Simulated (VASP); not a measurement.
Input:

```
BiFe
1.0
    2.07709     1.19921     3.55492
   -2.07709     1.19921     3.55492
    0.00000    -2.39841     3.55492
Fe Bi
1 1
Direct
  0.76240   0.76240   0.76240
  0.23760   0.23760   0.23760
```
Starting moments (μB, in the order of the record's atoms Fe Bi): 4.0 0.0.

Level of theory: PBE GGA, VASP's PBE PAW potentials (set 64) (plane waves; VASP). Settings: 300 eV cut-off, 5×5×5 Γ-centred mesh, Fermi-Dirac smearing of 0.10 eV, potentials Fe Bi_d.

### Question
Give the spin-up energies of bands 7 to 16 at the high-symmetry points, in eV from the Fermi level.

### Answer

```tsv
band	Γ	T	H2	L	S0	F
7	-2.98	-5.12	-3.53	-5.06	-3.72	-3.78
8	-2.92	-3.29	-3.40	-3.32	-3.56	-3.17
9	-2.92	-3.29	-3.35	-3.31	-3.03	-2.71
10	-2.77	-2.75	-2.68	-2.73	-2.72	-2.67
11	-2.77	-2.75	-2.32	-2.71	-2.64	-2.67
12	1.09	-2.53	-2.28	-2.49	-2.35	-2.25
13	1.55	2.31	-2.06	1.78	-2.11	-1.16
14	1.55	2.31	-1.66	1.98	-0.09	-0.84
15	1.79	3.60	4.42	3.34	1.92	0.14
16	7.24	5.14	5.61	4.66	7.10	4.75
```

### Question
Give the spin-down energies of bands 7 to 16 at the high-symmetry points, in eV from the Fermi level.

### Answer

```tsv
band	Γ	T	H2	L	S0	F
7	-0.44	-4.78	-2.96	-4.70	-3.27	-3.74
8	-0.43	-1.48	-2.81	-1.60	-3.10	-1.42
9	-0.43	-1.48	-2.54	-1.53	-1.55	-1.01
10	-0.12	0.14	-0.01	0.11	-0.17	-0.41
11	-0.12	0.14	0.20	0.17	0.20	0.05
12	1.26	0.23	0.28	0.28	0.22	0.26
13	1.66	3.12	0.33	2.49	0.42	0.30
14	1.66	3.12	0.39	2.83	1.00	0.31
15	2.41	3.79	5.03	3.71	2.70	1.06
16	7.59	5.61	6.12	5.16	7.39	5.37
```

It has no gap at this level: it comes out as a metal or semimetal.

The structure was generated: FeBi was put into an ordered model structure, which need not be its known phase. The cell was not relaxed at this level. The k-mesh is coarse (spacing up to 0.37 per Å, 2π included), so the numbers may not be converged in it.
